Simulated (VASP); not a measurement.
Data:

```
CELL_PARAMETERS angstrom
      3.74177     0.00000     0.00000
     -1.87088     3.24047     0.00000
      0.00000     0.00000     4.76990
ATOMIC_POSITIONS crystal
  Pt 0.00000 0.00000 0.00000
  Se 0.33333 0.66667 0.25500
  Se 0.66667 0.33333 0.74500
```

Level of theory: LDA (Ceperley-Alder, Perdew-Zunger), VASP's LDA PAW potentials (set 64) (plane waves; VASP). Numerical set-up: PREC = Normal, EDIFF = 1E-5, 400 eV cut-off, 9×9×6 Γ-centred mesh, Gaussian smearing of 0.050 eV, potentials Pt Se.

Q: The ions are relaxed. Give the cell that the relaxation ends in.

A: 
```
CELL_PARAMETERS angstrom
      3.74177     0.00000     0.00000
     -1.87088     3.24047     0.00000
      0.00000     0.00000     4.76990
ATOMIC_POSITIONS crystal
  Pt 0.00000 0.00000 0.00000
  Se 0.33333 0.66667 0.26524
  Se 0.66667 0.33333 0.73476
```
Space group P-3m1 (164), at a tolerance of 0.03 Å.

Q: How much energy does the relaxation gain?

A: The energy (σ→0) changes by -10.1 meV/atom, in 3 ionic steps.

The compound is PtSe2 in the 1T layered structure. This run relaxes the ions in a fixed cell. Symmetry was kept, so distortions that lower it aren't found.
